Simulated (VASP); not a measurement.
Output of a VASP run:

OUTCAR:
```
 ion  position               nearest neighbor table
   1  0.250  0.250  0.250-   3 2.34   3 2.34   3 2.34   3 2.34   2 2.70   2 2.70   2 2.70   2 2.70
                             2 2.70   2 2.70
   2  0.750  0.750  0.750-   3 2.34   3 2.34   3 2.34   3 2.34   1 2.70   1 2.70   1 2.70   1 2.70
                             1 2.70   1 2.70
   3  0.000  0.000  0.000-   2 2.34   2 2.34   2 2.34   1 2.34   1 2.34   1 2.34   2 2.34   1 2.34
  LATTYP: Found a face centered cubic cell.
 ALAT       =     5.4097574058
 Subroutine PRICEL returns:
 Original cell was already a primitive cell.
 Subroutine GETGRP returns: Found 48 space group operations
The static configuration has the point symmetry O_h .
The dynamic configuration has the point symmetry O_h .
 Subroutine INISYM returns: Found 48 space group operations
 Subroutine IBZKPT returns following result:
 Found     47 irreducible k-points:

 Following reciprocal coordinates:
            Coordinates               Weight
  0.000000  0.000000  0.000000      1.000000
  0.100000  0.000000  0.000000      8.000000
  0.200000  0.000000  0.000000      8.000000
  0.300000  0.000000  0.000000      8.000000
  0.400000  0.000000  0.000000      8.000000
  0.500000  0.000000  0.000000      4.000000
  0.100000  0.100000  0.000000      6.000000
  0.200000  0.100000  0.000000     24.000000
  0.300000  0.100000  0.000000     24.000000
  0.400000  0.100000  0.000000     24.000000
  0.500000  0.100000  0.000000     24.000000
 -0.400000  0.100000  0.000000     24.000000
 -0.300000  0.100000  0.000000     24.000000
 -0.200000  0.100000  0.000000     24.000000
 -0.100000  0.100000  0.000000     12.000000
  0.200000  0.200000  0.000000      6.000000
  0.300000  0.200000  0.000000     24.000000
  0.400000  0.200000  0.000000     24.000000
  0.500000  0.200000  0.000000     24.000000
 -0.400000  0.200000  0.000000     24.000000
 -0.300000  0.200000  0.000000     24.000000
 -0.200000  0.200000  0.000000     12.000000
  0.300000  0.300000  0.000000      6.000000
  0.400000  0.300000  0.000000     24.000000
  0.500000  0.300000  0.000000     24.000000
 -0.400000  0.300000  0.000000     24.000000
 -0.300000  0.300000  0.000000     12.000000
  0.400000  0.400000  0.000000      6.000000
  0.500000  0.400000  0.000000     24.000000
 -0.400000  0.400000  0.000000     12.000000
  0.500000  0.500000  0.000000      3.000000
  0.300000  0.200000  0.100000     24.000000
  0.400000  0.200000  0.100000     48.000000
  0.500000  0.200000  0.100000     48.000000
 -0.400000  0.200000  0.100000     24.000000
  0.400000  0.300000  0.100000     24.000000
  0.500000  0.300000  0.100000     48.000000
 -0.400000  0.300000  0.100000     48.000000
 -0.300000  0.300000  0.100000     48.000000
 -0.200000  0.300000  0.100000     24.000000
   k-points           NKPTS =     47   k-points in BZ     NKDIM =     47   number of bands    NBANDS=     13
   number of dos      NEDOS =    301   number of ions     NIONS =      3
   total plane-waves  NPLWV =  21952
   dimension x,y,z NGX =    28 NGY =   28 NGZ =   28
   dimension x,y,z NGXF=    56 NGYF=   56 NGZF=   56
   ions per type =               2   1
   PREC   = accura    normal or accurate (medium, high low for compatibility)
   ISTART =      0    job   : 0-new  1-cont  2-samecut
   ICHARG =      2    charge: 1-file 2-atom 10-const
   ISPIN  =      1    spin polarized calculation?
   LNONCOLLINEAR =      F non collinear calculations
   LSORBIT =      F    spin-orbit coupling
   INIWAV =      1    electr: 0-lowe 1-rand  2-diag
   ENCUT  =  520.0 eV  38.22 Ry    6.18 a.u.   7.11  7.11  7.11*2*pi/ulx,y,z
   NELM   =    100;   NELMIN=  2; NELMDL= -5     # of ELM steps
   EDIFF  = 0.1E-06   stopping-criterion for ELM
   LREAL  =      F    real-space projection
   NLSPLINE    = F    spline interpolate recip. space projectors
   LMAXMIX     =    4 max onsite mixed and CHGCAR
   VOSKOWN=      0    Vosko Wilk Nusair interpolation
   EDIFFG = 0.1E-05   stopping-criterion for IOM
...
```

### OSZICAR
```
       N       E                     dE             d eps       ncg     rms          rms(c)
DAV:   1     0.700435932071E+02    0.70044E+02   -0.80251E+03  1230   0.141E+03
DAV:   2    -0.172141407174E+02   -0.87258E+02   -0.81684E+02  1257   0.252E+02
DAV:   3    -0.218005709226E+02   -0.45864E+01   -0.44488E+01  1566   0.639E+01
DAV:   4    -0.219044067906E+02   -0.10384E+00   -0.10356E+00  1460   0.918E+00
DAV:   5    -0.219073903158E+02   -0.29835E-02   -0.29820E-02  1594   0.164E+00    0.162E+01
DAV:   6    -0.261907978257E+02   -0.42834E+01   -0.51196E+01  1330   0.181E+02    0.240E+01
DAV:   7    -0.199889945636E+02    0.62018E+01   -0.15267E+01  1477   0.114E+02    0.385E+00
DAV:   8    -0.199385694430E+02    0.50425E-01   -0.21301E+00  1803   0.244E+01    0.268E+00
DAV:   9    -0.198808034464E+02    0.57766E-01   -0.28745E-01  1487   0.112E+01    0.557E-01
DAV:  10    -0.198795650728E+02    0.12384E-02   -0.97851E-03  1705   0.177E+00    0.283E-01
DAV:  11    -0.198793120044E+02    0.25307E-03   -0.71438E-04  1784   0.284E-01    0.535E-02
DAV:  12    -0.198793236964E+02   -0.11692E-04   -0.32576E-05  1584   0.937E-02    0.241E-02
DAV:  13    -0.198793179854E+02    0.57110E-05   -0.17829E-05  1667   0.113E-01    0.572E-03
DAV:  14    -0.198793182294E+02   -0.24403E-06   -0.19692E-06  1412   0.106E-02    0.316E-03
DAV:  15    -0.198793180925E+02    0.13687E-06   -0.18204E-07   991   0.105E-02    0.884E-04
DAV:  16    -0.198793180904E+02    0.21184E-08   -0.87730E-08   834   0.318E-03
   1 F= -.19879318E+02 E0= -.19879010E+02  d E =-.922930E-03
```

OUTCAR:
```
------------------------ aborting loop because EDIFF is reached ----------------------------------------
  FORCE on cell =-STRESS in cart. coord.  units (eV):
  Direction    XX          YY          ZZ          XY          YZ          ZX
  --------------------------------------------------------------------------------------
  Total       -1.2498906     -1.2498906     -1.2498906      0.0000000     -0.0000000      0.0000000
  in kB      -50.5951883    -50.5951883    -50.5951883      0.0000000     -0.0000000      0.0000000
  external PRESSURE =     -50.5951883 kB  Pullay stress =       0.0000000 kB
  volume of cell :       39.58
      direct lattice vectors                 reciprocal lattice vectors
     0.000000000  2.704878703  2.704878703    -0.184851173  0.184851173  0.184851173
     2.704878703  0.000000000  2.704878703     0.184851173 -0.184851173  0.184851173
     2.704878703  2.704878703  0.000000000     0.184851173  0.184851173 -0.184851173
 POSITION                                       TOTAL-FORCE (eV/Angst)
 -----------------------------------------------------------------------------------
      1.35244      1.35244      1.35244         0.000000      0.000000      0.000000
      4.05732      4.05732      4.05732        -0.000000     -0.000000     -0.000000
      0.00000      0.00000      0.00000         0.000000      0.000000     -0.000000
 -----------------------------------------------------------------------------------
    total drift:                               -0.000000     -0.000000      0.000000
  FREE ENERGIE OF THE ION-ELECTRON SYSTEM (eV)
  ---------------------------------------------------
  free  energy   TOTEN  =       -19.8793180904 eV

  energy  without entropy=      -19.8783951600  energy(sigma->0) =      -19.87901045
```
(Selected blocks of OUTCAR.)

File POSCAR:
```
NiSi2
1
    0.0000000000     2.7048787029     2.7048787029
    2.7048787029     0.0000000000     2.7048787029
    2.7048787029     2.7048787029     0.0000000000
Si Ni
2 1
Direct
  0.2500000000   0.2500000000   0.2500000000
  0.7500000000   0.7500000000   0.7500000000
  0.0000000000   0.0000000000   0.0000000000
```

Task: Write an INCAR and KPOINTS that could have produced this output.

Result: This is not unique; one that fits is the input of the run itself, LDA (Ceperley-Alder, Perdew-Zunger), plane waves, VASP's LDA PAW potentials (set 64).

INCAR:
```
# general
SYSTEM   =  NiSi2
PREC     =  Accurate
ENCUT    =  520
LREAL    =  .False.
LASPH    =  .True.

# electronic loop
EDIFF    =  1E-7   # SCF stop (eV)
NELM     =  100
ALGO     =  Normal
LMAXMIX  =  4

# smearing
ISMEAR   =  1   # Methfessel-Paxton
SIGMA    =  0.1   # width (eV)

# ions
ISIF     =  2   # forces and stress, cell fixed

# output
LWAVE    =  .False.
LCHARG   =  .False.
```

**KPOINTS**
```
Automatic mesh
0
Gamma
10 10 10
0 0 0
```

POTCAR, in this order: Si Ni (LDA.64 set). Program: vasp_std.

The compound is NiSi2 in the fluorite structure. This cell is one point of a volume scan, at 1.03 of the reference volume. The run is not spin-polarised, so no magnetic state was tried.
